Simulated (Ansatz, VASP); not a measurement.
# ZrBrF in VASP and in Ansatz

File INCAR:

```
SYSTEM = ZrBrF
ALGO = Normal
EDIFF = 1E-6
ENCUT = 520
GGA = PE
ISIF = 2
ISMEAR = 0
ISPIN = 2
LASPH = .True.
LCHARG = .False.
LMAXMIX = 4
LORBIT = 11
LREAL = .False.
LWAVE = .False.
MAGMOM = 1 0 0
NBANDS = 24
NELM = 150
PREC = Accurate
SIGMA = 0.1
```

The input KPOINTS:

```
k-points
0
Gamma
  4 4 4
  0 0 0
```

The input POSCAR:

```
ZrBrF
1.0
    3.8667270490      0.0000000000      0.0000000000
    0.0000000000      3.8667270490      0.0000000000
    0.0000000000      0.0000000000      4.9948283989
Zr Br F
1 1 1
Direct
    0.0000000000      0.0000000000      0.0000000000
    0.0000000000      0.0000000000      0.5000000000
    0.5000000000      0.5000000000      0.5000000000
```

Input for Ansatz:

```yaml
crystal:
  lattice:
    - [3.866727049, 0.0, 0.0]
    - [0.0, 3.866727049, 0.0]
    - [0.0, 0.0, 4.9948283989]
  atoms:
    - { symbol: Zr, position: [0.0, 0.0, 0.0], spin: 1.0 }
    - { symbol: Br, position: [0.0, 0.0, 0.5] }
    - { symbol: F, position: [0.5, 0.5, 0.5] }
basis:
  ecutwfc: 420
kpoints:
  mp_grid: { grid: [4, 4, 4] }
hamiltonian:
  xc: pbe
scf:
  occupations: { method: gaussian, width: 0.1 }
  lower_state_search: "off"
output:
  forces: true
  stress: true
  eigenvalues: true
  populations: true
magnetization:
  spin_polarized: true
```

Alike in both runs: task single point; functional PBE; k mesh 4 × 4 × 4; occupations gaussian, width 0.1 eV; collinear spin.

```csv
,VASP,Ansatz
version,VASP 6.6.1,Ansatz 0.2.0
potentials or method,"VASP PAW PBE potentials, release 64 (Zr_sv, Br, F)","scalar-relativistic, plane waves, PAW"
plane-wave cutoff (eV),520,420
valence electrons in the cell,26,26
```

|  | VASP | Ansatz | Ansatz less VASP |
| --- | --- | --- | --- |
| gap on the k mesh at the Fermi level (eV) | none | none | - |
| pressure (GPa) | 0.9 | 0.9 | +0.03 |
| largest component of the traceless stress (GPa) | 1.07 | 1.15 | +0.081 |
| net moment per atom (μB) | 0.60 | 0.60 | +0.002 |
| size of the moment on the site where the two differ most (μB) | 0.99 | 0.73 | -0.264 |

Site moments also hang on the region over which each program counts them. A gap of «none» marks a metal or a gap that the smearing closes. With one functional, cell and mesh, what is left measures potentials, basis and numerics.

Caveats: the k mesh is coarse (spacing up to 0.41 Å⁻¹), so the values aren't converged.
